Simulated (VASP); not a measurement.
Input:

```
SrCl2
1.0
    0.00000     3.46986     3.46986
    3.46986     0.00000     3.46986
    3.46986     3.46986     0.00000
Sr Cl
1 2
Direct
  0.00000   0.00000   0.00000
  0.25000   0.25000   0.25000
  0.75000   0.75000   0.75000
```

All values below come from vdW-DF-cx, VASP's PBE PAW potentials (set 64) (plane waves; VASP). Numerical set-up: 520 eV cut-off, 6×6×6 Γ-centred mesh, tetrahedra with Blöchl corrections, potentials Sr_sv Cl.

Q: Estimate the energy per atom (σ→0), band gap (on the k-mesh) with the smallest direct gap where there is one.

A: 
The band gap (on the k-mesh) is 5.37 eV. The smallest direct gap (on the k-mesh) is 5.47 eV and the energy per atom (σ→0) comes out as -2.462 eV/atom.

Total energies compare only between runs with the same potentials, cut-off and functional.

The compound is SrCl2 in the fluorite structure. It was relaxed first.
